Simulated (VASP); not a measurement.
Computed with PBEsol GGA, VASP's PBE PAW potentials (set 64) (plane waves; VASP).

VASP ran on this input.

File KPOINTS:
```
Automatic mesh
0
Gamma
7 7 7
0 0 0
```

POSCAR:
```
In2O3
1.0
  1.6597529359   0.9582585802   7.1153213672
 -1.6597529359   0.9582585802   7.1153213672
  0.0000000000  -1.9165182826   7.1153213697
In O
2 3
Cart
 -0.0000000000  -0.0000004510   8.5708823653
  0.0000000000  -0.0000006712  12.7750817388
  0.0000000000   0.0000000000   0.0000000000
  0.0000000000  -0.0000002562   4.8690726767
 -0.0000000000  -0.0000008660  16.4768914274
```

### INCAR
```
SYSTEM = In2O3
PREC = Accurate; ENCUT = 520; LREAL = .False.
LASPH = .True.
EDIFF = 1E-6; NELM = 100; ALGO = Normal
LMAXMIX = 4
ISMEAR = 0; SIGMA = 0.05
GGA = PS
IBRION = 2; NSW = 60; ISIF = 3
EDIFFG = -0.02
LWAVE = .False.; LCHARG = .False.
```

POTCAR, in this order: In_d O (PBE.64 set). Program: vasp_std.

The run wrote:

File OUTCAR:
```
 ion  position               nearest neighbor table
   1  0.402  0.402  0.402-   5 2.07   5 2.07   5 2.07   3 2.41   3 2.41   3 2.41   2 3.49   2 3.49
                             2 3.49
   2  0.598  0.598  0.598-   4 2.07   4 2.07   4 2.07   3 2.41   3 2.41   3 2.41   1 3.49   1 3.49
                             1 3.49
   3  0.000  0.000  0.000-   2 2.41   2 2.41   1 2.41   1 2.41   2 2.41   1 2.41
   4  0.228  0.228  0.228-   2 2.07   2 2.07   2 2.07
   5  0.772  0.772  0.772-   1 2.07   1 2.07   1 2.07
  LATTYP: Found a trigonal (rhomboedric) cell.
 ALAT       =     7.3689101958
 COS(alpha) =     0.8985363576
 Subroutine PRICEL returns:
 Original cell was already a primitive cell.
 Subroutine GETGRP returns: Found 12 space group operations
The static configuration has the point symmetry D_3d.
The dynamic configuration has the point symmetry D_3d.
 Subroutine INISYM returns: Found 12 space group operations
 Subroutine IBZKPT returns following result:
 Found     44 irreducible k-points:

 Following reciprocal coordinates:
            Coordinates               Weight
  0.000000  0.000000  0.000000      1.000000
  0.142857  0.000000 -0.000000      6.000000
  0.285714 -0.000000  0.000000      6.000000
  0.428571 -0.000000  0.000000      6.000000
  0.142857  0.142857 -0.000000      6.000000
  0.285714  0.142857  0.000000     12.000000
  0.428571  0.142857  0.000000     12.000000
 -0.428571  0.142857  0.000000     12.000000
 -0.285714  0.142857 -0.000000     12.000000
 -0.142857  0.142857  0.000000      6.000000
  0.285714  0.285714  0.000000      6.000000
  0.428571  0.285714  0.000000     12.000000
 -0.428571  0.285714 -0.000000     12.000000
 -0.285714  0.285714  0.000000      6.000000
  0.428571  0.428571  0.000000      6.000000
 -0.428571  0.428571  0.000000      6.000000
  0.142857  0.142857  0.142857      2.000000
  0.285714  0.142857  0.142857      6.000000
...
```

### OSZICAR
```
       N       E                     dE             d eps       ncg     rms          rms(c)
DAV:   1     0.486632679637E+03    0.48663E+03   -0.22392E+04  2312   0.236E+03
DAV:   2     0.316357490658E+02   -0.45500E+03   -0.44377E+03  2564   0.524E+02
DAV:   3    -0.301675982101E+02   -0.61803E+02   -0.59797E+02  2658   0.202E+02
DAV:   4    -0.332454090938E+02   -0.30778E+01   -0.30616E+01  3140   0.453E+01
DAV:   5    -0.333055550175E+02   -0.60146E-01   -0.60101E-01  2852   0.621E+00    0.151E+01
DAV:   6    -0.288552412637E+02    0.44503E+01   -0.21899E+01  3552   0.638E+01    0.119E+01
DAV:   7    -0.288442592346E+02    0.10982E-01   -0.16183E+00  2616   0.105E+01    0.330E+00
DAV:   8    -0.287995333075E+02    0.44726E-01   -0.19119E-01  3502   0.361E+00    0.167E+00
DAV:   9    -0.287822586626E+02    0.17275E-01   -0.66479E-02  3716   0.351E+00    0.472E-01
DAV:  10    -0.287797841763E+02    0.24745E-02   -0.17183E-02  3294   0.120E+00    0.190E-01
DAV:  11    -0.287798992562E+02   -0.11508E-03   -0.45218E-03  3458   0.588E-01    0.961E-02
DAV:  12    -0.287800376432E+02   -0.13839E-03   -0.44818E-04  2866   0.173E-01    0.346E-02
DAV:  13    -0.287800368724E+02    0.77082E-06   -0.91183E-05  3184   0.877E-02    0.112E-02
DAV:  14    -0.287800371399E+02   -0.26750E-06   -0.14192E-05  2680   0.259E-02    0.706E-03
DAV:  15    -0.287800379384E+02   -0.79856E-06   -0.30476E-06  2156   0.156E-02
   1 F= -.28780038E+02 E0= -.28780038E+02  d E =-.287800E+02
       N       E                     dE             d eps       ncg     rms          rms(c)
DAV:   1    -0.288773618326E+02   -0.97325E-01   -0.28229E+00  2774   0.283E+01    0.253E+00
DAV:   2    -0.287930446733E+02    0.84317E-01   -0.28353E-01  3090   0.678E+00    0.662E-01
DAV:   3    -0.287815374986E+02    0.11507E-01   -0.28134E-02  2852   0.408E+00    0.233E-01
DAV:   4    -0.287803034535E+02    0.12340E-02   -0.61391E-03  3666   0.141E+00    0.260E-01
DAV:   5    -0.287803971533E+02   -0.93700E-04   -0.62524E-04  2398   0.194E-01    0.283E-01
DAV:   6    -0.287803081005E+02    0.89053E-04   -0.39020E-04  2868   0.216E-01    0.127E-01
DAV:   7    -0.287802400379E+02    0.68063E-04   -0.10887E-04  2990   0.802E-02    0.527E-02
DAV:   8    -0.287802228015E+02    0.17236E-04   -0.33566E-05  3386   0.603E-02    0.376E-02
DAV:   9    -0.287802123793E+02    0.10422E-04   -0.36833E-05  3432   0.882E-02    0.102E-02
DAV:  10    -0.287802122357E+02    0.14364E-06   -0.57630E-06  2226   0.177E-02
   2 F= -.28780212E+02 E0= -.28780212E+02  d E =-.174297E-03
       N       E                     dE             d eps       ncg     rms          rms(c)
DAV:   1    -0.288061620922E+02   -0.25950E-01   -0.67425E-01  2782   0.135E+01    0.129E+00
DAV:   2    -0.287854357093E+02    0.20726E-01   -0.69725E-02  3094   0.339E+00    0.326E-01
DAV:   3    -0.287827322029E+02    0.27035E-02   -0.67719E-03  2846   0.197E+00    0.121E-01
DAV:   4    -0.287824511911E+02    0.28101E-03   -0.14705E-03  3670   0.696E-01    0.135E-01
DAV:   5    -0.287824744092E+02   -0.23218E-04   -0.16120E-04  2390   0.986E-02    0.153E-01
DAV:   6    -0.287824662258E+02    0.81834E-05   -0.95186E-05  3016   0.106E-01    0.527E-02
DAV:   7    -0.287824585961E+02    0.76297E-05   -0.23638E-05  3288   0.404E-02    0.220E-02
DAV:   8    -0.287824561446E+02    0.24515E-05   -0.64271E-06  2996   0.246E-02    0.145E-02
DAV:   9    -0.287824528052E+02    0.33394E-05   -0.83620E-06  3038   0.435E-02    0.413E-03
DAV:  10    -0.287824526951E+02    0.11011E-06   -0.64425E-07  1196   0.126E-02
   3 F= -.28782453E+02 E0= -.28782453E+02  d E =-.241476E-02
       N       E                     dE             d eps       ncg     rms          rms(c)
DAV:   1    -0.287831593655E+02   -0.70656E-03   -0.15692E-01  2988   0.309E+00    0.172E-01
DAV:   2    -0.287829010301E+02    0.25834E-03   -0.39637E-03  2650   0.615E-01    0.648E-02
DAV:   3    -0.287827922671E+02    0.10876E-03   -0.34027E-04  3362   0.295E-01    0.279E-02
DAV:   4    -0.287827727042E+02    0.19563E-04   -0.91737E-05  3796   0.128E-01    0.155E-02
DAV:   5    -0.287827718637E+02    0.84043E-06   -0.19586E-05  2644   0.388E-02    0.107E-02
DAV:   6    -0.287827712460E+02    0.61773E-06   -0.39828E-06  2192   0.168E-02
   4 F= -.28782771E+02 E0= -.28782771E+02  d E =-.318551E-03
```

### OUTCAR
```
------------------------ aborting loop because EDIFF is reached ----------------------------------------
  FORCE on cell =-STRESS in cart. coord.  units (eV):
  Direction    XX          YY          ZZ          XY          YZ          ZX
  --------------------------------------------------------------------------------------
  Total        0.0036453      0.0036453      0.0296618      0.0000000     -0.0000000      0.0000000
  in kB        0.0852370      0.0852370      0.6935813      0.0000000     -0.0000000      0.0000000
  external PRESSURE =       0.2880184 kB  Pullay stress =       0.0000000 kB
  volume of cell :       68.52
      direct lattice vectors                 reciprocal lattice vectors
     1.664858275  0.961206148  7.136183909     0.300325864  0.173393191  0.046710315
    -1.664858275  0.961206148  7.136183909    -0.300325864  0.173393191  0.046710315
     0.000000000 -1.922413425  7.136183912     0.000000000 -0.346786382  0.046710288
 POSITION                                       TOTAL-FORCE (eV/Angst)
 -----------------------------------------------------------------------------------
      0.00000     -0.00000      8.59992         0.000000      0.000000     -0.018575
      0.00000     -0.00000     12.80863         0.000000     -0.000000      0.018575
      0.00000     -0.00000     21.40855         0.000000     -0.000000      0.000000
      0.00000     -0.00000      4.88553        -0.000000     -0.000000      0.018861
      0.00000     -0.00000     16.52302         0.000000      0.000000     -0.018861
 -----------------------------------------------------------------------------------
    total drift:                                0.000000      0.000000     -0.000000
  FREE ENERGIE OF THE ION-ELECTRON SYSTEM (eV)
  ---------------------------------------------------
  free  energy   TOTEN  =       -28.7827712460 eV

  energy  without entropy=      -28.7827712460  energy(sigma->0) =      -28.78277125

 reached required accuracy - stopping structural energy minimisation
```
(Selected blocks of OUTCAR.)

### CONTCAR
```
In2O3
   1.00000000000000
     1.6648582750049590    0.9612061482225911    7.1361839093120070
    -1.6648582750049590    0.9612061482225911    7.1361839093120070
     0.0000000000000000   -1.9224134254457794    7.1361839122707433
  In              O
     2     3
Direct
     0.4017049078804505    0.4017049078804505    0.4017049080806628
     0.5982950921195495    0.5982950921195495    0.5982950919193372
     1.0000000000000000    1.0000000000000000    1.0000000000000000
     0.2282047315768234    0.2282047315768234    0.2282047316767856
     0.7717952684231767    0.7717952684231767    0.7717952683232144
```

**OUTCAR**
```
 val. band max:        4.6734069262   @ k =   0.0000   0.0000   0.0000

 cond. band min:       5.6988791059   @ k =   0.0000   0.0000   0.0000


 Fermi energy:         4.9428891203

 k-point     1 :       0.0000    0.0000    0.0000
  band No.  band energies     occupation
      1     -12.9639      2.00000
      2     -12.3111      2.00000
      3     -11.6365      2.00000
      4      -7.9877      2.00000
      5      -7.9877      2.00000
      6      -7.9076      2.00000
      7      -7.9076      2.00000
      8      -7.6468      2.00000
      9      -7.5802      2.00000
     10      -7.5802      2.00000
     11      -7.5413      2.00000
     12      -7.5015      2.00000
     13      -7.5015      2.00000
     14       0.3460      2.00000
     15       1.9763      2.00000
     16       3.3566      2.00000
     17       3.3566      2.00000
     18       3.9829      2.00000
     19       3.9829      2.00000
     20       4.2172      2.00000
     21       4.2172      2.00000
     22       4.6734      2.00000
     23       5.6989      0.00000
     24       9.0077      0.00000
     25       9.7246      0.00000
     26      15.1960      0.00000

 k-point     2 :       0.1429    0.0000   -0.0000
  band No.  band energies     occupation
      1     -12.8132      2.00000
      2     -12.2807      2.00000
      3     -11.7432      2.00000
      4      -7.9202      2.00000
      5      -7.9113      2.00000
      6      -7.8978      2.00000
      7      -7.8431      2.00000
      8      -7.6612      2.00000
      9      -7.5899      2.00000
     10      -7.5795      2.00000
     11      -7.4935      2.00000
     12      -7.3963      2.00000
     13      -7.3724      2.00000
     14       0.4549      2.00000
     15       1.3820      2.00000
     16       3.0264      2.00000
     17       3.0767      2.00000
     18       3.1806      2.00000
     19       3.8516      2.00000
     20       3.8936      2.00000
     21       4.1336      2.00000
     22       4.6384      2.00000
...
```

Without a dispersion term in the relaxation, distances and binding between the weakly bound layers, chains or molecules are unreliable, and so is what depends on them. Unless said otherwise, spin-orbit coupling is left out, though it shifts the bands of the heavy elements here.

The structure was generated: In2O3 was put into the Bi2Te3 type (R-3m), which need not be its known phase. This run relaxes it. Symmetry was kept, so distortions that lower it aren't found. The start is the result of an earlier pass.
